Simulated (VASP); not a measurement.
Energy against volume of SiO2 (rutile). Method: TPSS meta-GGA, VASP's PBE PAW potentials (set 64) (plane waves; VASP). Numerical set-up: 520 eV cut-off, 5×5×8 Γ-centred mesh, Gaussian smearing of 0.050 eV, potentials Si O.

Shape and ions are relaxed at each volume.

```tsv
V (Å³/atom)	E (eV/atom)
7.435	-10.79312
7.673	-10.81597
7.910	-10.82332
8.147	-10.81787
```

Fit these four points and predict the energy of the run at 8.385 Å³/atom.

A cubic in V^(−2/3), the third-order Birch-Murnaghan form, passes through the four points with V0 = 7.92 Å³/atom and B0 = 286 GPa, and gives -10.8017 eV/atom there. The run gave -10.8019 eV/atom, -0.2 meV/atom from the fit; all five points give B0 = 285 GPa.

The compound is SiO2 in the rutile structure, stishovite, a high-pressure form. It was relaxed first.
